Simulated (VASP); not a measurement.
Data:

```yaml
crystal:
  lattice:
    - [2.81421, 0.00000, 0.00000]
    - [0.00000, 2.81421, 0.00000]
    - [0.00000, 0.00000, 2.81421]
  atoms:
    - { symbol: Ga, position: [0.50000, 0.50000, 0.50000] }
    - { symbol: Co, position: [0.00000, 0.00000, 0.00000] }
```

These are vdW-DF-cx, VASP's PBE PAW potentials (set 64) (plane waves; VASP 6.6.1) values and carry that method's errors. Run with 520 eV cut-off, 13×13×13 Γ-centred mesh, first-order Methfessel-Paxton smearing of 0.10 eV, potentials Ga_d Co.

Predict the energy per atom (σ→0), pressure, band gap (on the k-mesh) with the smallest direct gap where there is one.

- band gap (on the k-mesh): none (metal, semimetal or under 0.01 eV)
- energy per atom (σ→0): -2.586 eV/atom
- pressure: 6.49 GPa

Only differences to runs with the same potentials and settings are physical.

The compound is CoGa in the CsCl type structure. This cell is one point of a volume scan, at 0.97 of the reference volume. The run is not spin-polarised, so no magnetic state was tried.
